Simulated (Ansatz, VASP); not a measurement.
## GaN in two plane-wave programs

Wanted: the spread between two codes on one cell, functional and k mesh. The cell is taken from a series of runs on this material, whose earlier steps may have relaxed, scaled, displaced or heated it; both programs get it as it stands.

Calculated with Ansatz 0.2.0; plane waves, with VASP 6.6.1 beside it; relaxation of cell and atoms at PBE.

## Step 1: Starting point

Symmetry: P6_3mc, No. 186, hexagonal system. The conventional cell has a = 3.219 Å, b = 3.219 Å, c = 5.244 Å, α = 90.00°, β = 90.00°, γ = 120.00°. Nearest to Ga lie 4 N at 1.97 to 1.98 Å. N has 4 Ga at 1.97 to 1.98 Å nearest. Farther neighbours and most contacts between anions are not listed.

## Step 2: VASP: relaxation of cell and atoms, PBE

The relaxed volume is the usual yardstick between codes: in a stiff, nearly cubic crystal its relative difference is about their pressure difference at one cell divided by the bulk modulus.

Lines of VASP's logs that name or quote its potential files are left out, and so is its time.

The input, INCAR:

```
SYSTEM = GaN
PREC = Accurate
ENCUT = 600
EDIFF = 1E-07
NELM = 120
ISMEAR = 0
SIGMA = 0.01
LREAL = .FALSE.
ALGO = Normal
GGA = PE
NBANDS = 24
LORBIT = 11
LWAVE = .FALSE.
LCHARG = .FALSE.
ISIF = 3
IBRION = 2
NSW = 80
EDIFFG = -0.005
LASPH = .TRUE.
GGA_COMPAT = .FALSE.
NELMIN = 4
EFERMI = MIDGAP
KPAR = 2
```

The input, POSCAR:

```
GaN
1.0
    3.2194130000      0.0000000000      0.0000000000
   -1.6097060000      2.7880930000      0.0000000000
    0.0000000000      0.0000000000      5.2442760000
Ga N
2 2
Direct
    0.3333332896      0.6666667862      0.9991295271
    0.6666663998      0.3333332138      0.4991297178
    0.3333332896      0.6666667862      0.3758703775
    0.6666663998      0.3333332138      0.8758703775
```

The input, KPOINTS:

```
Automatic mesh
0
Gamma
9 9 6
0 0 0
```

Potentials, in the order of the species: Ga_d and N (PBE family, release 64).

Launch:

```
> mpirun -np 2 vasp_std
```

Numbers of over 12 decimals in the logs are rounded to 6 here.

Output:

```text
[banner, memory and clock lines left out]
running    2 mpi-ranks, on    1 nodes
 distrk:  each k-point on    1 cores,    2 groups
 distr:  one band on    1 cores,    1 groups

 POSCAR found type information on POSCAR GaN
 POSCAR found :  2 types and       4 ions
 LDA part: xc-table for (Slater+PW92), standard interpolation
 POSCAR, INCAR and KPOINTS ok, starting setup
 FFT: planning ... GRIDC
 FFT: planning ... GRID_SOFT
 FFT: planning ... GRID
 WAVECAR not read
 entering main loop
       N       E                     dE             d eps       ncg     rms          rms(c)
DAV:   1     0.288782845308E+03    0.28878E+03   -0.19749E+04  2504   0.302E+03
DAV:   2     0.811894987018E+01   -0.28066E+03   -0.26855E+03  2544   0.554E+02
DAV:   3    -0.270881115028E+02   -0.35207E+02   -0.34875E+02  2736   0.152E+02
DAV:   4    -0.282351180222E+02   -0.11470E+01   -0.11450E+01  2928   0.309E+01
DAV:   5    -0.282550390461E+02   -0.19921E-01   -0.19917E-01  2768   0.365E+00    0.108E+01
DAV:   6    -0.242367202438E+02    0.40183E+01   -0.12706E+01  3968   0.525E+01    0.302E+00
DAV:   7    -0.243499671091E+02   -0.11325E+00   -0.15807E+00  2472   0.107E+01    0.267E+00
DAV:   8    -0.243489122420E+02    0.10549E-02   -0.21331E-01  3632   0.664E+00    0.849E-01
DAV:   9    -0.243299485078E+02    0.18964E-01   -0.82306E-02  3920   0.476E+00    0.357E-01
DAV:  10    -0.243308789954E+02   -0.93049E-03   -0.47855E-03  2592   0.700E-01    0.109E-01
DAV:  11    -0.243306965359E+02    0.18246E-03   -0.16886E-03  3480   0.725E-01    0.420E-02
DAV:  12    -0.243307130605E+02   -0.16525E-04   -0.18231E-04  2432   0.100E-01    0.383E-02
DAV:  13    -0.243307128615E+02    0.19908E-06   -0.84543E-05  3872   0.105E-01    0.231E-02
DAV:  14    -0.243307110027E+02    0.18587E-05   -0.10944E-05  2512   0.254E-02    0.194E-02
DAV:  15    -0.243307103253E+02    0.67738E-06   -0.13493E-06  2944   0.919E-03    0.131E-02
DAV:  16    -0.243307101566E+02    0.16871E-06   -0.12707E-06  3216   0.816E-03    0.320E-03
DAV:  17    -0.243307101322E+02    0.24437E-07   -0.16405E-07  1776   0.454E-03
   1 F= -.24330710E+02 E0= -.24330710E+02  d E =-.243307E+02
 curvature:   0.00 expect dE= 0.000E+00 dE for cont linesearch  0.000E+00
 trial: gam= 0.00000 g(F)=  0.309E-07 g(S)=  0.122E-03 ort = 0.000E+00 (trialstep = 0.100E+01)
 search vector abs. value=  0.122E-03
 bond charge predicted
       N       E                     dE             d eps       ncg     rms          rms(c)
DAV:   1    -0.243319200883E+02   -0.12099E-02   -0.17468E-02  2712   0.285E+00    0.213E-01
DAV:   2    -0.243310137252E+02    0.90636E-03   -0.21769E-03  3104   0.113E+00    0.102E-01
DAV:   3    -0.243307502565E+02    0.26347E-03   -0.49992E-04  3528   0.503E-01    0.213E-02
DAV:   4    -0.243307419885E+02    0.82680E-05   -0.70619E-05  2328   0.734E-02    0.175E-02
DAV:   5    -0.243307317399E+02    0.10249E-04   -0.62850E-06  3216   0.224E-02    0.990E-03
DAV:   6    -0.243307261619E+02    0.55780E-05   -0.54258E-06  3552   0.264E-02    0.484E-04
DAV:   7    -0.243307261921E+02   -0.30216E-07   -0.20665E-07  2104   0.460E-03
   2 F= -.24330726E+02 E0= -.24330726E+02  d E =-.160599E-04
 trial-energy change:   -0.000016  1 .order   -0.000012   -0.000122    0.000098
 step:   0.5811(harm=  0.5554)  dis= 0.00001  next Energy=   -24.330746 (dE=-0.363E-04)
 bond charge predicted
       N       E                     dE             d eps       ncg     rms          rms(c)
DAV:   1    -0.243309578081E+02   -0.23165E-03   -0.30682E-03  2712   0.120E+00    0.893E-02
DAV:   2    -0.243307981120E+02    0.15970E-03   -0.37979E-04  3088   0.472E-01    0.430E-02
DAV:   3    -0.243307507462E+02    0.47366E-04   -0.88609E-05  3520   0.213E-01    0.890E-03
DAV:   4    -0.243307492819E+02    0.14642E-05   -0.12482E-05  2328   0.308E-02    0.733E-03
DAV:   5    -0.243307474535E+02    0.18284E-05   -0.10816E-06  3160   0.935E-03    0.416E-03
DAV:   6    -0.243307463085E+02    0.11451E-05   -0.99468E-07  3264   0.113E-02    0.234E-04
DAV:   7    -0.243307462979E+02    0.10543E-07   -0.37525E-08  1208   0.200E-03
   3 F= -.24330746E+02 E0= -.24330746E+02  d E =-.361657E-04
 curvature:  -0.28 expect dE=-0.149E-06 dE for cont linesearch -0.554E-08
 trial: gam= 0.01719 g(F)=  0.272E-06 g(S)=  0.265E-06 ort =-0.156E-05 (trialstep = 0.916E+00)
 search vector abs. value=  0.519E-06
 reached required accuracy - stopping structural energy minimisation
```

Parts of OUTCAR (step 2):

```text
ion  position               nearest neighbor table
   1  0.333  0.667  0.999-   4 1.97   4 1.97   4 1.97   3 1.98
   2  0.667  0.333  0.499-   3 1.97   3 1.97   3 1.97   4 1.98
   3  0.333  0.667  0.376-   2 1.97   2 1.97   2 1.97   1 1.98
   4  0.667  0.333  0.876-   1 1.97   1 1.97   1 1.97   2 1.98

  LATTYP: Found a hexagonal cell.
 ALAT       =     3.2194130000
 C/A-ratio  =     1.6289540982

 Subroutine GETGRP returns: Found 12 space group operations
 (whereof  6 operations were pure point group operations)

The static configuration has the point symmetry C_3v.
 The point group associated with its full space group is C_6v.

 Found     48 irreducible k-points:

   k-points           NKPTS =     48   k-points in BZ     NKDIM =     48   number of bands    NBANDS=     24

   dimension x,y,z NGX =    28 NGY =   28 NGZ =   42
   dimension x,y,z NGXF=    56 NGYF=   56 NGZF=   84

   ENCUT  =  600.0 eV  44.10 Ry    6.64 a.u.   6.43  6.43 10.47*2*pi/ulx,y,z

   NELECT =      36.0000    total number of electrons

 k-points in reciprocal lattice and weights: Automatic mesh
   0.00000000  0.00000000  0.00000000       0.002
   0.11111111  0.00000000  0.00000000       0.012
   0.22222222  0.00000000  0.00000000       0.012
   0.33333333  0.00000000  0.00000000       0.012
   0.44444444  0.00000000  0.00000000       0.012
   0.11111111  0.11111111  0.00000000       0.012
   0.22222222  0.11111111  0.00000000       0.025
   0.33333333  0.11111111  0.00000000       0.025
   0.44444444  0.11111111  0.00000000       0.012
[...]
0.33333333  0.22222222  0.50000000       0.025
   0.33333333  0.33333333  0.50000000       0.004

 average (electrostatic) potential at core
       1 -63.8076       2 -63.8076       3 -62.3355       4 -62.3355

 E-fermi :   5.8717

 k-point     1 :       0.0000    0.0000    0.0000
  band No.  band energies     occupation
    ...
     14       4.0163      2.00000
     15       4.0163      2.00000
     16       4.9765      2.00000
     17       5.0126      2.00000
     18       5.0126      2.00000
     19       6.7307      0.00000
     20       9.0802      0.00000
     21      14.0377      0.00000
     22      14.7434      0.00000
     23      14.7434      0.00000
    ...

 k-point     2 :       0.1111    0.0000    0.0000
  band No.  band energies     occupation
    ...
     14       3.1672      2.00000
     15       3.7765      2.00000
     16       4.0182      2.00000
     17       4.8589      2.00000
     18       4.9058      2.00000
     19       7.6414      0.00000
     20       9.7899      0.00000
     21      13.6511      0.00000
     22      14.0712      0.00000
     23      15.0394      0.00000
    ...

 k-point     3 :       0.2222    0.0000    0.0000
  band No.  band energies     occupation
    ...
     14       1.5278      2.00000
     15       2.5274      2.00000
     16       3.2451      2.00000
     17       4.4747      2.00000
     18       4.6178      2.00000
     19       8.8605      0.00000
     20      10.7202      0.00000
     21      12.4990      0.00000
     22      13.5183      0.00000
     23      14.9846      0.00000
    ...

  Total       -0.0006414     -0.0006414      0.0046030     -0.0000000      0.0000000      0.0000000
  in kB       -0.0218573     -0.0218573      0.1568574     -0.0000000      0.0000000      0.0000000
  external PRESSURE =       0.0377143 kB  Pullay stress =       0.0000000 kB

  energy-cutoff  :      600.00
  volume of cell :       47.02
      direct lattice vectors                 reciprocal lattice vectors
     3.217971224 -0.000000000  0.000000000     0.310754799  0.179414339  0.000000000
    -1.608985112  2.786844386  0.000000000     0.000000000  0.358828790  0.000000000
     0.000000000 -0.000000000  5.242646455     0.000000000  0.000000000  0.190743360

 POSITION                                       TOTAL-FORCE (eV/Angst)
 -----------------------------------------------------------------------------------
     -0.00000      1.85790      5.23807        -0.000000      0.000000      0.001186
      1.60899      0.92895      2.61675         0.000000     -0.000000      0.001186
     -0.00000      1.85790      1.97057        -0.000000     -0.000000     -0.001186
      1.60899      0.92895      4.59189         0.000000      0.000000     -0.001186
 -----------------------------------------------------------------------------------
    total drift:                                0.000819      0.000001      0.000341

  FREE ENERGIE OF THE ION-ELECTRON SYSTEM (eV)
  ---------------------------------------------------
  free  energy   TOTEN  =       -24.3307462979 eV

  energy  without entropy=      -24.3307462979  energy(sigma->0) =      -24.33074630

 reached required accuracy - stopping structural energy minimisation

 total charge
# of ion       s       p       d       tot
------------------------------------------
    1        0.783   0.863  10.163  11.808
    2        0.783   0.863  10.163  11.808
    3        1.222   2.492   0.000   3.714
    4        1.222   2.492   0.000   3.714
--------------------------------------------------
tot          4.010   6.709  20.325  31.044

[... 3 further parts left out ...]
```

The run keeps the 12 symmetry operations of its start, so it cannot find a distortion of lower symmetry.

## Step 3: Ansatz: relaxation of cell and atoms, PBE

Ansatz runs on norm-conserving files, of PseudoDojo where its log says so.

The same cell, functional and mesh now go to Ansatz, which takes its cutoff from its data sets.

The input, input.yaml:

```yaml
crystal:
  lattice:
    - [3.2194126487, 0.0, 0.0]
    - [-1.6097063244, 2.7880931391, 0.0]
    - [0.0, 0.0, 5.2442764788]
  atoms:
    - { symbol: Ga, position: [0.3333333333, 0.6666666667, -0.0008703909] }
    - { symbol: Ga, position: [0.6666666667, 0.3333333333, 0.4991296091] }
    - { symbol: "N", position: [0.3333333333, 0.6666666667, 0.3758703909] }
    - { symbol: "N", position: [0.6666666667, 0.3333333333, 0.8758703909] }
kpoints:
  mp_grid: { grid: [9, 9, 6] }
hamiltonian:
  xc: pbe
  pseudopotentials: { kind: nc, accuracy: standard }
scf:
  occupations: { method: fixed }
output:
  forces: true
  stress: true
  eigenvalues: true
relax:
  adjacent_minimum: "off"
  f_tol: 0.001
  max_steps: 60
  cell: { stress_tol: 0.01 }
```

Launch:

```
> ansatz run input.yaml --threads 4 --pin off --max-ram 8192MiB --backend cpu --events-out ev --progress --plain --runs-dir out
```

Output:

```text
Engine: ansatz 0.2.0, x86_64-unknown-linux-gnu
Pseudopotentials: kind: nc
Pseudopotential: Ga, nc, valence charge 13, recommended cutoff 1088.45545 eV (normal), Ga.nc.azcp (PseudoDojo's, or run here from an input of PseudoDojo's; its table is named by hamiltonian.pseudopotentials.accuracy)
Pseudopotential: N, nc, valence charge 5, recommended cutoff 1142.878222 eV (normal), N.nc.azcp (PseudoDojo's, or run here from an input of PseudoDojo's; its table is named by hamiltonian.pseudopotentials.accuracy)
Functional definition: PBE
  parameter kappa = 0.804
  parameter beta = 0.066725
  exchange = pbe_x(kappa = kappa, mu = beta*pi^2/3)
  correlation = pbe_c(beta = beta)
Crystal: 4 atoms, lattice volume = 47.073 Å³
Basis set: ecut = 1142.878222 eV, 4055 PW (Γ), exchange–correlation on 72×72×120 points (8 copies of the dense FFT grid, shifted against one another)
Bands: 22, of which v1, the nominal top of the filled ones, is band 18 counted from 1 (17 counted from 0)
Symmetry: 12 space group operations
Space group: P63mc (ITA 186), of the structure as read, at distance tolerance 3.6e-5 Å
k-points: 48 of 486 (time reversal used)
Non-local potential: Ga, projectors of the file, l = 0: 2, l = 1: 2, l = 2: 2
Non-local potential: N, projectors of the file, l = 0: 2, l = 1: 2
Initial density: superposition of atomic densities (chi_scale 0.1, normalization cell, long waves kept (reshape's long-wave potential 0.00 eV rms))
Initial wavefunctions: pseudopotential atomic-orbital guess
Functional: x = pbe(κ = 0.804, μ = 0.219515), c = pbe(β = 0.066725)
SCF iter   1: F=—  HF=-4729.327153 eV  |F-HF|=—  |Δ(HF+E_count)|=         —  Δρ=8.78e-2  dr2=4.05e0  ethr=3.10e-3  ⟨swp⟩=5.7  Hψ=4279  notcnv=0  defer=91
preconditioner: auto → Resta (q_TF=auto, 2.609 Å⁻¹)  ε∞=4.8  [insulator: Δε(μ)=2.426 eV  Ē_g=16.605 eV  n_scr=22 (ndim 8)  ℏωp=32.5 eV  f_vac=0.000  ε∞_Penn≈4.8]
SCF iter   2: F=—  HF=-4728.321883 eV  |F-HF|=—  |Δ(HF+E_count)|=    1.01e0  Δρ=3.37e-2  dr2=3.94e-1  ethr=3.10e-3  ⟨swp⟩=2.1  Hψ=2356  notcnv=0  defer=85
SCF iter   3: F=—  HF=-4728.275154 eV  |F-HF|=—  |Δ(HF+E_count)|=   4.67e-2  Δρ=1.57e-2  dr2=9.48e-2  ethr=1.10e-3  ⟨swp⟩=1.8  Hψ=1130  notcnv=0  defer=93
SCF iter   4: F=—  HF=-4728.276071 eV  |F-HF|=—  |Δ(HF+E_count)|=   9.17e-4  Δρ=2.34e-3  dr2=1.77e-3  ethr=2.63e-4  ⟨swp⟩=3.0  Hψ=2005  notcnv=0  defer=93
SCF iter   5: F=—  HF=-4728.278122 eV  |F-HF|=—  |Δ(HF+E_count)|=   2.05e-3  Δρ=4.77e-4  dr2=1.01e-4  ethr=4.93e-6  ⟨swp⟩=2.2  Hψ=1685  notcnv=0  defer=93
SCF iter   6: F=—  HF=-4728.278269 eV  |F-HF|=—  |Δ(HF+E_count)|=   1.47e-4  Δρ=1.20e-4  dr2=3.15e-6  ethr=2.80e-7  ⟨swp⟩=2.0  Hψ=2007  notcnv=0  defer=89
SCF iter   7: F=—  HF=-4728.278393 eV  |F-HF|=—  |Δ(HF+E_count)|=   1.24e-4  Δρ=4.05e-5  dr2=2.76e-7  ethr=8.76e-9  ⟨swp⟩=2.1  Hψ=1913  notcnv=0
SCF iter   8: F=-4728.278393 eV  HF=-4728.278393 eV  |F-HF|=5.38e-9  |Δ(HF+E_count)|=   9.57e-8  Δρ=4.17e-6  dr2=6.01e-9  ethr=2.78e-10  ⟨swp⟩=7.0  Hψ=5365  notcnv=0
SCF 1 converged in 8 iterations: F = -4728.278393 eV  dr2 = 6.01e-9
relax step   1: F+E_penalty+E_count = -4728.27839325 eV  Δ(F+E_penalty+E_count) = +0.000e0 eV  max|allowed force component| = 5.263e-5 eV/Å  Δτ_max = 0.0000 Å  P = +0.023 GPa  Ω = 47.073 Å³  (8 SCF iters, dr2 threshold 1.00e-7 eV, accepted)
[...]
relax step   2: F+E_penalty+E_count = -4728.27839329 eV  Δ(F+E_penalty+E_count) = -3.719e-8 eV  max|allowed force component| = 5.018e-5 eV/Å  Δτ_max = 0.0000 Å  P = +0.009 GPa  Ω = 47.077 Å³  energy of the carried Pulay correction = -3.599e-7 eV  (4 SCF iters, dr2 threshold 1.52e-9 eV, accepted)
[...]
relax step   3: F+E_penalty+E_count = -4728.27839334 eV  Δ(F+E_penalty+E_count) = -5.422e-8 eV  max|allowed force component| = 5.058e-5 eV/Å  Δτ_max = 0.0000 Å  P = +0.010 GPa  Ω = 47.077 Å³  stress off target by 9.62e-3 GPa  SCF on the basis re-selected at this cell (its energy is not comparable with the rows above)  (6 SCF iters)
basis re-selected at this cell: Δ(F+E_penalty+E_count) = -5.422e-8 eV, ΔP = +0.000 GPa vs the last step (what re-selecting the basis moved, of the pressure what is left beyond the Pulay correction that the steps carried, after the strain that the cell walked since its last selection, with what the two solves' SCF thresholds leave and, on support functions, any second-order correction that the steps lacked; it is no m [...]
SCF converged after 6 iterations
Free energy (F): -4728.278393 eV
Harris-Foulkes:  -4728.278393 eV  (|F-HF|=9.09e-13)
Internal energy: -4728.278393 eV  (E = F + TS)
E sigma→0 (E₀):  -4728.278393 eV
Fermi energy:    10.163096 eV
--- Per-component energies (eV) ---
  E_band       = 7.011815
  E_kinetic    = 3814.102503
  E_local      = -3153.042810  (includes V_loc(G=0)·N_el)
  E_nonlocal   = -2145.494599
  E_hartree    = 1206.990181
  E_xc         = -1308.897020
  E_vxc        = -922.533681  (∫ρ·V_xc dr)
  E_ewald      = -3141.936649
  E_smearing   = -0.000000  (= −TS)
  E_closure    = -0.000000  (closes the sum)
  Σ components = -4728.278393   (vs F -4728.278393, Δ=0.00e0)
--- Forces (eV/Å), atoms counted from 1 ---
  atom   1  Ga     0.00000000     0.00000000    -0.00005049
  atom   2  Ga     0.00000000    -0.00000000    -0.00005049
  atom   3  N      0.00000000     0.00000000     0.00005067
  atom   4  N     -0.00000000    -0.00000000     0.00005067
  max |Σ_I F_I| component: 3.64e-7 eV/Å
--- Stress (GPa, compression-positive) ---
        0.009447      -0.000000       0.000000
       -0.000000       0.009447       0.000000
        0.000000      -0.000000       0.009620
  P = ⅓ Tr σ = 0.0095 GPa (0.095 kbar)
--- Band table (eV; the first three rows and the last of 48) ---
  k-point 0: bands = [... 14 lower, 9.1718, 10.1285, 10.1631, 10.1631, 11.9045, 14.2546, 19.1892, 19.9293]
  k-point 1: bands = [... 14 lower, 9.2351, 9.3071, 10.0936, 10.0936, 12.6045, 14.3089, 19.0008, 19.9639]
  k-point 2: bands = [... 14 lower, 9.4101, 9.4101, 9.9058, 9.9058, 13.5965, 14.3955, 18.6139, 19.0618]
  k-point 47: bands = [... 14 lower, 6.1402, 6.1402, 8.7517, 8.7517, 16.4141, 16.4141, 17.4278, 17.4278]
--- Relaxed structure (2 steps of the walk, 2 accepted, 1 SCFs on fresh bases) ---
  F+E_penalty+E_count = -4728.27839334 eV   max|allowed force component| = 5.058e-5 eV/Å   (the final SCF, on the basis selected at the relaxed cell)
  cell:  # Å, volume = 47.0766 Å³
    - [3.219493, 2.886826633441994e-11, 0]
    - [-1.609747, 2.788163, 0]
    - [0, 0, 5.244441]
  atoms:
    - { symbol: Ga, position: [0.333333, 0.666667, -0.00086999] }
    - { symbol: Ga, position: [0.666667, 0.333333, 0.499130] }
    - { symbol: N, position: [0.333333, 0.666667, 0.375870] }
    - { symbol: N, position: [0.666667, 0.333333, 0.875870] }
```

## Step 4: Differences

Known differences besides the potentials themselves: fixed occupations in Ansatz, narrow Gaussian smearing in VASP; the cutoff is 1142.88 eV in Ansatz and 600 eV in VASP; Ansatz adds a Pulay correction to the stress that steers its cell, VASP none. Total energies have different zeros and are not compared.

Compared:

| quantity | Ansatz | VASP | difference |
| --- | --- | --- | --- |
| volume (Å³) | 47.08 | 47.02 | +0.13 % |
| edge a after relaxation, in the typed setting (Å) | 3.220 | 3.218 | +0.05 % |
| edge c after relaxation, in the typed setting (Å) | 5.244 | 5.243 | +0.03 % |

## Step 5: Outcome

| Quantity | Value |
| --- | --- |
| difference in volume (relaxation of cell and atoms, PBE) | 0.13 % |

What this shows: The difference in volume is 0.13 % (relaxation of cell and atoms, PBE), within the 1.2 % picked in this series as the mark of a large difference, as far as the stopping tolerances let one tell. Such differences can come from data sets, numerical settings and the points named under the comparisons, not from the functional's error against experiment.

[Lines on the potential files, build, host, timing and source positions are cut from VASP's logs without a mark.]

[Logs are printed without paths, hosts, clocks, repeated set-up lines and the standing remarks that a program may print on its own settings, such as how far it seeks lower states.]

[Hosts, paths, dates, database ids (printed as entryN), source tags and the programs' standing remarks are cut or masked in the printed files.]
